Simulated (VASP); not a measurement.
Level of theory: vdW-DF2, VASP's PBE PAW potentials (set 64) (plane waves; VASP).

Input for VASP

File KPOINTS:
```
Automatic
0
Gamma
13 13 8
```

File POSCAR:
```
Os
1
    1.4131383485    -2.4476270279     0.0000000000
    1.4131383485     2.4476270279     0.0000000000
   -0.0000000000    -0.0000000000     4.4454426714
Os
2
Direct
  0.3333330000   0.6666670000   0.2500000000
  0.6666670000   0.3333330000   0.7500000000
```

### INCAR
```
! general
SYSTEM   = Os
PREC     = Accurate
ENCUT    = 520
LREAL    = .False.
LASPH    = .True.

! electronic loop
EDIFF    = 1E-6
NELM     = 100
ALGO     = Normal
LMAXMIX  = 6

! smearing
ISMEAR   = 1
SIGMA    = 0.1

! functional
GGA      = ML
LUSE_VDW = .True.
AGGAC    = 0.0
ZAB_VDW  = -1.8867

! ions
IBRION   = 2
NSW      = 60
ISIF     = 3
EDIFFG   = -0.01

! output
LWAVE    = .False.
LCHARG   = .False.
```

POTCAR, in this order: Os (PBE.64 set). Program: vasp_std.

Output

**OSZICAR**
```
       N       E                     dE             d eps       ncg     rms          rms(c)
DAV:   1     0.106285854633E+03    0.10629E+03   -0.75741E+03  2520   0.126E+03
DAV:   2    -0.816851217037E+01   -0.11445E+03   -0.10367E+03  2708   0.389E+02
DAV:   3    -0.154434331429E+02   -0.72749E+01   -0.66637E+01  3104   0.789E+01
DAV:   4    -0.156425454787E+02   -0.19911E+00   -0.19781E+00  2720   0.137E+01
DAV:   5    -0.156451219516E+02   -0.25765E-02   -0.25742E-02  2904   0.130E+00    0.198E+01
DAV:   6    -0.146464888105E+02    0.99863E+00   -0.12603E+00  2736   0.117E+01    0.818E+00
DAV:   7    -0.144136816296E+02    0.23281E+00   -0.63200E-01  3188   0.795E+00    0.551E-01
DAV:   8    -0.144089589997E+02    0.47226E-02   -0.53168E-03  2612   0.572E-01    0.171E-01
DAV:   9    -0.144082729460E+02    0.68605E-03   -0.18212E-03  2688   0.406E-01    0.308E-02
DAV:  10    -0.144083361070E+02   -0.63161E-04   -0.63971E-05  2896   0.795E-02    0.128E-02
DAV:  11    -0.144083174027E+02    0.18704E-04   -0.72985E-06  2676   0.330E-02    0.362E-03
DAV:  12    -0.144083175751E+02   -0.17244E-06   -0.13751E-07  1348   0.426E-03
   1 F= -.14408318E+02 E0= -.14408101E+02  d E =-.144083E+02
       N       E                     dE             d eps       ncg     rms          rms(c)
DAV:   1    -0.144088680301E+02   -0.55063E-03   -0.53135E-02  2540   0.202E+00    0.169E-01
DAV:   2    -0.144083895290E+02    0.47850E-03   -0.51766E-04  3112   0.306E-01    0.754E-02
DAV:   3    -0.144082493521E+02    0.14018E-03   -0.27144E-04  2796   0.150E-01    0.170E-02
DAV:   4    -0.144082501642E+02   -0.81212E-06   -0.15883E-05  2652   0.474E-02    0.671E-03
DAV:   5    -0.144082503118E+02   -0.14759E-06   -0.91254E-07  1344   0.816E-03
   2 F= -.14408250E+02 E0= -.14407956E+02  d E =0.672633E-04
       N       E                     dE             d eps       ncg     rms          rms(c)
DAV:   1    -0.144086176804E+02   -0.36752E-03   -0.16737E-02  2548   0.113E+00    0.957E-02
DAV:   2    -0.144084640707E+02    0.15361E-03   -0.16354E-04  3104   0.172E-01    0.428E-02
DAV:   3    -0.144084143373E+02    0.49733E-04   -0.86863E-05  2784   0.851E-02    0.957E-03
DAV:   4    -0.144084141797E+02    0.15759E-06   -0.50987E-06  2496   0.269E-02
   3 F= -.14408414E+02 E0= -.14408161E+02  d E =-.966046E-04
       N       E                     dE             d eps       ncg     rms          rms(c)
DAV:   1    -0.144084140397E+02    0.29756E-06   -0.31265E-05  2552   0.493E-02    0.407E-03
DAV:   2    -0.144084137744E+02    0.26532E-06   -0.26884E-07  1500   0.696E-03
   4 F= -.14408414E+02 E0= -.14408162E+02  d E =-.961993E-04
       N       E                     dE             d eps       ncg     rms          rms(c)
DAV:   1    -0.144085135370E+02   -0.99497E-04   -0.39140E-03  2540   0.530E-01    0.117E-01
DAV:   2    -0.144083998114E+02    0.11373E-03   -0.12110E-04  2736   0.121E-01    0.492E-02
DAV:   3    -0.144083783960E+02    0.21415E-04   -0.83432E-05  3420   0.926E-02    0.109E-02
DAV:   4    -0.144083786058E+02   -0.20981E-06   -0.14572E-06  1464   0.119E-02
   5 F= -.14408379E+02 E0= -.14408118E+02  d E =0.351686E-04
       N       E                     dE             d eps       ncg     rms          rms(c)
DAV:   1    -0.144084881539E+02   -0.10976E-03   -0.23754E-03  2540   0.413E-01    0.925E-02
DAV:   2    -0.144084274902E+02    0.60664E-04   -0.72084E-05  2752   0.929E-02    0.396E-02
DAV:   3    -0.144084166643E+02    0.10826E-04   -0.51018E-05  3412   0.723E-02    0.838E-03
DAV:   4    -0.144084168684E+02   -0.20403E-06   -0.90104E-07  1316   0.945E-03
   6 F= -.14408417E+02 E0= -.14408163E+02  d E =-.309394E-05
```

**OUTCAR**
```
------------------------ aborting loop because EDIFF is reached ----------------------------------------
  FORCE on cell =-STRESS in cart. coord.  units (eV):
  Direction    XX          YY          ZZ          XY          YZ          ZX
  --------------------------------------------------------------------------------------
  Total        0.0067881      0.0067881      0.0032457      0.0000000      0.0000000     -0.0000000
  in kB        0.3537461      0.3537459      0.1691404      0.0000000      0.0000000     -0.0000000
  external PRESSURE =       0.2922108 kB  Pullay stress =       0.0000000 kB
  volume of cell :       30.74
      direct lattice vectors                 reciprocal lattice vectors
     1.413828966 -2.448823211 -0.000000000     0.353649566 -0.204179705 -0.000000000
     1.413828966  2.448823211  0.000000000     0.353649566  0.204179705 -0.000000000
     0.000000000  0.000000000  4.439991565     0.000000000 -0.000000000  0.225225653
 POSITION                                       TOTAL-FORCE (eV/Angst)
 -----------------------------------------------------------------------------------
      1.41383      0.81628      1.11000        -0.000000     -0.000000      0.000000
      1.41383     -0.81628      3.32999         0.000000      0.000000      0.000000
 -----------------------------------------------------------------------------------
    total drift:                                0.000001      0.000037     -0.000021
  FREE ENERGIE OF THE ION-ELECTRON SYSTEM (eV)
  ---------------------------------------------------
  free  energy   TOTEN  =       -14.4084168684 eV

  energy  without entropy=      -14.4076554917  energy(sigma->0) =      -14.40816308

 reached required accuracy - stopping structural energy minimisation
```
(Selected blocks of OUTCAR.)

### CONTCAR
```
Os
   1.00000000000000
     1.4138289656181493   -2.4488232112655708   -0.0000000000000000
     1.4138289656181493    2.4488232112655708    0.0000000000000000
     0.0000000000000000    0.0000000000000000    4.4399915652135453
  Os
     2
Direct
     0.3333330000000032    0.6666669999999968    0.2500000000000000
     0.6666669999999968    0.3333330000000032    0.7500000000000000
```

**OUTCAR**
```
 val. band max:        8.4852237583   @ k =   0.0769   0.0000   0.3750

 cond. band min:       8.4963664509   @ k =   0.4615   0.0000   0.2500


 Fermi energy:         8.4898337973

 k-point     1 :       0.0000    0.0000    0.0000
  band No.  band energies     occupation
      1      -1.5061      2.00000
      2       1.5896      2.00000
      3       5.7924      2.00000
      4       5.7924      2.00000
      5       6.0729      2.00000
      6       6.5148      2.00000
      7       6.5148      2.00000
      8       7.0094      2.00000
      9       7.0094      2.00000
     10       8.7936     -0.00015
     11       9.8730     -0.00000
     12       9.8730     -0.00000

 k-point     2 :       0.0769    0.0000    0.0000
  band No.  band energies     occupation
      1      -1.2915      2.00000
      2       1.7770      2.00000
      3       5.4223      2.00000
      4       5.9751      2.00000
      5       6.3593      2.00000
      6       6.4368      2.00000
      7       6.6838      2.00000
      8       6.7635      2.00000
      9       6.8693      2.00000
     10       7.8406      2.00000
     11       9.9668     -0.00000
     12      11.1508      0.00000

 k-point     3 :       0.1538    0.0000    0.0000
  band No.  band energies     occupation
      1      -0.6789      2.00000
      2       2.2628      2.00000
      3       4.9216      2.00000
      4       5.8438      2.00000
      5       6.0888      2.00000
      6       6.5083      2.00000
      7       6.5275      2.00000
      8       6.9232      2.00000
      9       7.1740      2.00000
     10       7.1907      2.00000
     11      10.1790     -0.00000
     12      12.9749      0.00000

 k-point     4 :       0.2308    0.0000    0.0000
  band No.  band energies     occupation
      1       0.2230      2.00000
      2       2.7223      2.00000
      3       4.6474      2.00000
      4       4.7530      2.00000
      5       5.8472      2.00000
      6       6.1214      2.00000
...
```

Unless said otherwise, spin-orbit coupling is left out, though it shifts the bands of the heavy elements here.

The compound is Os in the hcp structure. This run relaxes it. Symmetry was kept, so distortions that lower it aren't found. The start is the result of an earlier pass.
